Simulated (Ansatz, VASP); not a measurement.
# One calculation of Sn2TeO3, two programs

```
Sn Te O
1.0
     3.55350    0.00000    0.00000
     0.00000    3.55350    0.00000
     0.00000    0.00000   11.25220
Sn Te O
2 1 3
Direct
  0.00000 0.00000 0.33344
  0.00000 0.00000 0.66656
  0.00000 0.00000 0.00000
  0.50000 0.50000 0.17872
  0.50000 0.50000 0.50000
  0.50000 0.50000 0.82128
```

Change from the starting cell: species swapped into the Pr3MgAl2 type (P4/mmm, No. 123).

Alike in both runs: task single point; functional PBE; k mesh 6 × 6 × 2; occupations gaussian, width 0.1 eV; no spin polarisation.

```csv
,VASP,Ansatz
version,VASP 6.6.1,Ansatz 0.2.0
potentials or method,"VASP PAW PBE potentials, release 64 (Sn_d, Te, O)","scalar-relativistic, plane waves, PAW"
plane-wave cutoff (eV),520,420
valence electrons in the cell,52,62
```

Ansatz gave:

| Quantity | Value |
| --- | --- |
| gap on the k mesh at the Fermi level (eV) | none |
| pressure (GPa) | -15.9 |
| largest component of the traceless stress (GPa) | 0.25 |
| rms of the force components (eV/Å) | 0.238 |

What did VASP give for the same quantities?

gap on the k mesh at the Fermi level (eV): none; pressure (GPa): -16.0; largest component of the traceless stress (GPa): 0.26; rms of the force components (eV/Å): 0.238.

Atom by atom the forces differ by 0.001 eV/Å (rms over components). A gap of «none» marks a metal or a gap that the smearing closes. The two sets of potentials don't hold the same shells in valence.

Caveats: so large a pressure means that the cell lies far from this level's equilibrium, or that cutoff or potentials fall short (VASP). The runs have no spin-orbit coupling, so splittings on Te are missing.
